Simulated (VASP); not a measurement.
Output of a VASP run:

### OSZICAR
```
       N       E                     dE             d eps       ncg     rms          rms(c)
DAV:   1    -0.292839445226E+04   -0.29284E+04   -0.13722E+04   640   0.957E+02
DAV:   2    -0.310682074546E+04   -0.17843E+03   -0.17578E+03   712   0.276E+02
DAV:   3    -0.311512212504E+04   -0.83014E+01   -0.82744E+01   712   0.582E+01
DAV:   4    -0.311519290109E+04   -0.70776E-01   -0.70750E-01   700   0.517E+00
DAV:   5    -0.144070324966E+02    0.31008E+04   -0.19854E+01   616   0.467E+01    0.111E+01
DAV:   6    -0.136881740945E+02    0.71886E+00   -0.23282E+00   634   0.923E+00    0.706E+00
DAV:   7    -0.136816700445E+02    0.65040E-02   -0.68103E-01   694   0.384E+00    0.460E+00
DAV:   8    -0.136928379722E+02   -0.11168E-01   -0.52115E-02   712   0.124E+00    0.264E+00
DAV:   9    -0.136865301175E+02    0.63079E-02   -0.28748E-03   718   0.396E-01    0.145E+00
DAV:  10    -0.136843524944E+02    0.21776E-02   -0.27172E-03   700   0.266E-01    0.774E-01
DAV:  11    -0.136839241326E+02    0.42836E-03   -0.74633E-04   730   0.146E-01    0.429E-01
DAV:  12    -0.136838276922E+02    0.96440E-04   -0.16078E-04   712   0.876E-02    0.244E-01
DAV:  13    -0.136838190969E+02    0.85953E-05   -0.58341E-05   712   0.574E-02    0.140E-01
DAV:  14    -0.136838326826E+02   -0.13586E-04   -0.25211E-05   718   0.367E-02    0.804E-02
DAV:  15    -0.136838459979E+02   -0.13315E-04   -0.10147E-05   712   0.224E-02    0.469E-02
DAV:  16    -0.136838547636E+02   -0.87656E-05   -0.41673E-06   724   0.138E-02    0.280E-02
DAV:  17    -0.136838598868E+02   -0.51233E-05   -0.18353E-06   600   0.879E-03    0.170E-02
DAV:  18    -0.136838627247E+02   -0.28378E-05   -0.89863E-07   508   0.600E-03    0.109E-02
DAV:  19    -0.136838642508E+02   -0.15262E-05   -0.44187E-07   488   0.407E-03    0.692E-03
DAV:  20    -0.136838650595E+02   -0.80867E-06   -0.21492E-07   470   0.277E-03
   1 F= -.13683865E+02 E0= -.13683865E+02  d E =-.429204E-24
```

### OUTCAR
```
------------------------ aborting loop because EDIFF is reached ----------------------------------------
  FORCE on cell =-STRESS in cart. coord.  units (eV):
  Direction    XX          YY          ZZ          XY          YZ          ZX
  --------------------------------------------------------------------------------------
  Total       -1.2400854     -1.2400847     -1.2453784     -0.0000002      0.0000000      0.0000000
  in kB      -16.4853433    -16.4853341    -16.5557072     -0.0000022      0.0000000      0.0000000
  external PRESSURE =     -16.5087949 kB  Pullay stress =       0.0000000 kB
  volume of cell :      120.52
      direct lattice vectors                 reciprocal lattice vectors
     4.402155000  0.000000000  0.000000000     0.227161470  0.131151742  0.000000000
    -2.201077000  3.812377000  0.000000000     0.000000000  0.262303544  0.000000000
     0.000000000  0.000000000  7.181299000     0.000000000  0.000000000  0.139250573
  FREE ENERGIE OF THE ION-ELECTRON SYSTEM (eV)
  ---------------------------------------------------
  free  energy   TOTEN  =       -13.6838650595 eV

  energy  without entropy=      -13.6838650595  energy(sigma->0) =      -13.68386506

  exchange ACFDT corr.  =         0.00000000  see jH, gK, PRB 81, 115126
```
(Selected blocks of OUTCAR.)

File POSCAR:
```
CdSe
1
    4.4021550000     0.0000000000     0.0000000000
   -2.2010770000     3.8123770000     0.0000000000
    0.0000000000     0.0000000000     7.1812990000
Cd Se
2 2
Direct
  0.6666670000   0.3333330000   0.4999500000
  0.3333330000   0.6666670000   0.9999500000
  0.6666670000   0.3333330000   0.8759100000
  0.3333330000   0.6666670000   0.3759100000
```

**Question.** Write an INCAR and KPOINTS that could have produced this output.

**Answer.** One answer among several that fit: the input of the run itself, HSE06 screened hybrid, plane waves, VASP's PBE PAW potentials (set 64).

**INCAR**
```
AEXX = 0.25
ALGO = Normal
EDIFF = 1E-6
ENCUT = 300
GGA = PE
HFSCREEN = 0.2
ISIF = 2
ISMEAR = 0
ISYM = 3
LASPH = .True.
LCHARG = .False.
LHFCALC = .True.
LMAXMIX = 4
LREAL = .False.
LWAVE = .False.
NELM = 100
PREC = Accurate
PRECFOCK = Fast
SIGMA = 0.01
SYSTEM = CdSe
```

### KPOINTS
```
Automatic mesh
0
Gamma
6 6 3
0 0 0
```

POTCAR, in this order: Cd Se (PBE.64 set). Program: vasp_std.

At this cut-off the stress carries a Pulay error, which pulls relaxed volumes low.

The structure comes from a computed database's CdSe entry; how it stands against other phases isn't given here. The cell was not relaxed at this level.
